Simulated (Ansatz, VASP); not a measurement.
## AlCl in VASP and in Ansatz

```
Al Cl
1.0
     4.38269    0.00000    0.00000
     0.00000    4.50025    0.00000
     0.00000    0.00000    5.01070
Al Cl
2 2
Cartesian
  0.0000 0.0000 1.6022
  2.1913 2.2501 3.4085
  0.0000 0.0000 5.0013
  2.1913 2.2501 0.0094
```

Alike in both runs: task single point; functional PBE; k mesh 4 × 4 × 4; occupations gaussian, width 0.1 eV; no spin polarisation.

|  | VASP | Ansatz |
| --- | --- | --- |
| version | VASP 6.6.1 | Ansatz 0.2.0 |
| potentials or method | VASP PAW PBE potentials, release 64 (Al, Cl) | scalar-relativistic, plane waves, PAW |
| plane-wave cutoff (eV) | 520 | 420 |
| valence electrons in the cell | 20 | 20 |

VASP gave:

| Quantity | Value |
| --- | --- |
| gap on the k mesh at the Fermi level (eV) | none |
| rms of the force components (eV/Å) | 14.265 |

Question: Which values does Ansatz return?

Answer: gap on the k mesh at the Fermi level (eV): none; rms of the force components (eV/Å): 14.432.

Atom by atom the forces differ by 0.167 eV/Å (rms over components). A gap of «none» marks a metal or a gap that the smearing closes.

Caveats: forces of over 1 eV/Å show positions far from the minimum, so gaps and moduli don't describe the material at rest.
